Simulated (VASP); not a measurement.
**Be3CdO4: relaxation of cell and atoms with PBE**

The system is Be3CdO4.

```
CELL_PARAMETERS angstrom
4.54740 0.00000 0.00000
0.00000 4.54740 0.00000
0.00000 0.00000 4.54740
ATOMIC_POSITIONS crystal
Be 0.50000 0.00000 0.00000
Be 0.00000 0.50000 0.00000
Be 0.00000 0.00000 0.50000
Cd 0.00000 0.00000 0.00000
O 0.00000 0.50000 0.50000
O 0.50000 0.00000 0.50000
O 0.50000 0.50000 0.00000
O 0.50000 0.50000 0.50000
```

The cell was built by a generator and needn't be a form met in nature.

```yaml
Program: VASP 6.6.1
Task: relaxation of cell and atoms
Functional: PBE
Potentials_or_basis: VASP PAW PBE potentials, release 64 (Be, Cd, O)
Cutoff: 520 eV
k_mesh: 3 × 3 × 3
Occupations: gaussian, width 0.15 eV
Spin: no spin polarisation
Further_INCAR_settings: PREC = Normal; ALGO = Fast; EDIFF = 0.0001; IBRION = 2; EDIFFG = -0.08; NSW = 24; ISIF = 3
```

The relaxed volume is 10.17 Å³/atom and the relaxed cell is a = 4.333 Å, b = 4.333 Å, c = 4.333 Å, α = 90.00°, β = 90.00°, γ = 90.00°. The space group after relaxing (to 0.05 Å) is Pm-3m (No. 221) and the energy gained by relaxing is 63.7 meV/atom. The ionic steps are 3. The pressure after relaxing is -0.4 GPa. The band gap on the k mesh is none (metal or under the smearing width).

The path:
```
step  energy change (eV)  largest force (eV/Å)  pressure (GPa)  volume (Å³)
   1              0.0000                0.0000          -11.43        94.03
   2             -0.4981                0.0000           -2.20        83.08
   3             -0.5094                0.0000           -0.36        81.33
```

Final structure:
```
CELL_PARAMETERS angstrom
4.33269 0.00000 0.00000
0.00000 4.33269 0.00000
0.00000 0.00000 4.33269
ATOMIC_POSITIONS crystal
Be 0.50000 0.00000 0.00000
Be 0.00000 0.50000 0.00000
Be 0.00000 0.00000 0.50000
Cd 0.00000 0.00000 0.00000
O 0.00000 0.50000 0.50000
O 0.50000 0.00000 0.50000
O 0.50000 0.50000 0.00000
O 0.50000 0.50000 0.50000
```

Levels at points of the mesh, in eV from the Fermi level:
```
           k point  band 17  band 18  band 19  band 20  band 21  band 22  band 23  band 24
(0.00, 0.00, 0.00)    -3.40    -3.40    -3.40     1.20     1.20     1.20     1.60     1.60
```

Wall time 7.4 s on 4 MPI ranks on AMD EPYC 9R45 (Zen 5), on a shared host, peak memory 0.09 GiB a rank.

Caveat: the k mesh is coarse (spacing up to 0.46 Å⁻¹), so the values aren't converged; the relaxation stopped at a loose force limit of 0.08 eV/Å, so its end isn't a converged minimum.
